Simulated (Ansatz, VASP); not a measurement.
## Two plane-wave programs on NbTe

The input INCAR:

```
PREC = Accurate
ENCUT = 520
EDIFF = 1E-6
ISMEAR = -1
SIGMA = 0.05
LREAL = F
LASPH = T
NELM = 60
ALGO = Normal
ISIF = 2
LWAVE = F
LCHARG = T
GGA = PS
LELF = T
LVHAR = T
NBANDS = 16
```

File KPOINTS:

```
Automatic mesh
0
Gamma
  7 7 6
```

POSCAR

```
NbTe
1.0
    3.7400041305      0.0000000000      0.0000000000
   -1.8700020652      3.2389385873      0.0000000000
    0.0000000000      0.0000000000      3.6942110000
Te Nb
1 1
Direct
    0.6666666667      0.3333333333      0.0000000000
    0.0000000000      0.0000000000      0.5000000000
```

input.yaml

```yaml
crystal:
  lattice:
    - [3.7400041305, 0.0, 0.0]
    - [-1.8700020652, 3.2389385873, 0.0]
    - [0.0, 0.0, 3.694211]
  atoms:
    - { symbol: Te, position: [0.6666666667, 0.3333333333, 0.0] }
    - { symbol: Nb, position: [0.0, 0.0, 0.5] }
hamiltonian:
  xc: pbesol
  pseudopotentials: { kind: paw }
kpoints:
  mp_grid: { grid: [7, 7, 6] }
  band_path:
    path:
      - [[0.0, 0.0, 0.0], [0.5, 0.0, 0.0], [0.3333333333, 0.3333333333, 0.0], [0.0, 0.0, 0.0], [0.0, 0.0, 0.5], [0.5, 0.0, 0.5], [0.3333333333, 0.3333333333, 0.5], [0.0, 0.0, 0.5]]
      - [[0.5, 0.0, 0.5], [0.5, 0.0, 0.0]]
      - [[0.3333333333, 0.3333333333, 0.0], [0.3333333333, 0.3333333333, 0.5]]
    npoints: 14
scf:
  occupations: { method: fermi_dirac, width: 0.05 }
  n_extra_bands: 6
output:
  forces: true
  stress: true
  eigenvalues: true
  fatbands: true
```

The cell comes from a database or a generator and needn't be the stable form of this composition.

Alike in both runs: functional PBEsol; k mesh 7 × 7 × 6; occupations fermi-dirac, width 0.05 eV; no spin polarisation.

|  | VASP | Ansatz |
| --- | --- | --- |
| version | VASP 6.6.1 | Ansatz 0.2.0 |
| potentials or method | VASP PAW PBE potentials, release 64 (Te, Nb_sv) | Ansatz PAW |
| plane-wave cutoff (eV) | 520 | 420 |
| valence electrons in the cell | 19 | 29 |
| task | single point | band structure |

|  | VASP | Ansatz | Ansatz less VASP |
| --- | --- | --- | --- |
| gap on the k mesh at the Fermi level (eV) | none | none | - |
| pressure (GPa) | -7.2 | -7.1 | +0.08 |

A gap of «none» marks a metal or a gap that the smearing closes. The two sets of potentials don't hold the same shells in valence.

Caveats: the PAW data sets were made with another functional, which shifts forces and pressure a little (VASP); spin-orbit coupling is left out, which moves the levels of the heavy elements (Ansatz); the PAW data sets come from PBE, with cores solved anew for the run's functional, which leaves a small shift of forces and pressure (Ansatz). The runs have no spin-orbit coupling, so splittings on Te are missing.
